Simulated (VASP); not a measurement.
Wanted: the native input for a VASP 6.6.1 run.

```
Task                               : single point
Functional                         : HSE06
Potentials or basis                : VASP PAW PBE potentials, release 64 (Cd, Se)
Cutoff                             : 520 eV
k mesh                             : 6 × 6 × 6
Occupations                        : gaussian, width 0.01 eV
Spin                               : no spin polarisation
Dipole correction                  : no
Exchange at q = 0                  : truncated
Grid for exact exchange (PRECFOCK) : Normal
Screening parameter                : 0.2079 1/A
Further INCAR settings             : ALGO = Normal; EDIFF = 1e-07; NBANDS = 16
```

CdSe:

```
CELL_PARAMETERS angstrom
0.00000 3.06778 3.06778
3.06778 0.00000 3.06778
3.06778 3.06778 0.00000
ATOMIC_POSITIONS crystal
Cd 0.00000 0.00000 0.00000
Se 0.25000 0.25000 0.25000
```

The cell was built by a generator and needn't be a form met in nature.

The input as run:

POSCAR

```
CdSe
1.0
    0.0000000000      3.0677809647      3.0677809647
    3.0677809647      0.0000000000      3.0677809647
    3.0677809647      3.0677809647      0.0000000000
Cd Se
1 1
Direct
    0.0000000000      0.0000000000      0.0000000000
    0.2500000000      0.2500000000      0.2500000000
```

INCAR.step1

```
PREC     = Accurate       # precision mode
ENCUT    = 520            # plane-wave cutoff, eV
EDIFF    = 1E-5           # SCF threshold, eV
ISMEAR   = 0              # smearing method
SIGMA    = 0.01           # smearing width, eV
LREAL    = F              # projectors in reciprocal space
LASPH    = T              # aspherical terms in the spheres
NELM     = 100            # most SCF steps
ALGO     = Normal         # electronic algorithm
ISIF     = 2              # what is computed and relaxed
LWAVE    = T              # write WAVECAR
LCHARG   = F              # write CHGCAR
NBANDS   = 16             # bands
GGA      = PE             # functional
```

INCAR.step2

```
PREC     = Accurate       # precision mode
ENCUT    = 520            # plane-wave cutoff, eV
EDIFF    = 1E-7           # SCF threshold, eV
ISMEAR   = 0              # smearing method
SIGMA    = 0.01           # smearing width, eV
LREAL    = F              # projectors in reciprocal space
LASPH    = T              # aspherical terms in the spheres
NELM     = 100            # most SCF steps
ALGO     = Normal         # electronic algorithm
ISIF     = 2              # what is computed and relaxed
LWAVE    = F              # write WAVECAR
LCHARG   = F              # write CHGCAR
GGA      = PE             # functional
LHFCALC  = T              # exact exchange
HFSCREEN = 0.2079         # screening, 1/A
PRECFOCK = Normal       
NBANDS   = 16             # bands
ISTART   = 1
```

KPOINTS

```
regular mesh
0
Gamma
  6 6 6
```

Potentials or basis: VASP PAW PBE potentials, release 64 (Cd, Se).

Command:

```sh
$ cat potpaw_PBE.64/Cd/POTCAR potpaw_PBE.64/Se/POTCAR > POTCAR
$ cp INCAR.step1 INCAR
$ mpirun -np 1 vasp_std > vasp.out
$ cp INCAR.step2 INCAR
$ mpirun -np 1 vasp_std > vasp.out
```

Results of the run:

- Pressure: 0.4 GPa
- Band gap on the k mesh: 1.49 eV, direct

Caveat: the PAW data sets were made with another functional, which shifts forces and pressure a little.

Wall time 57 min on 1 thread of AMD EPYC 9R45 (Zen 5), with other jobs on the host, peak memory 0.28 GiB.
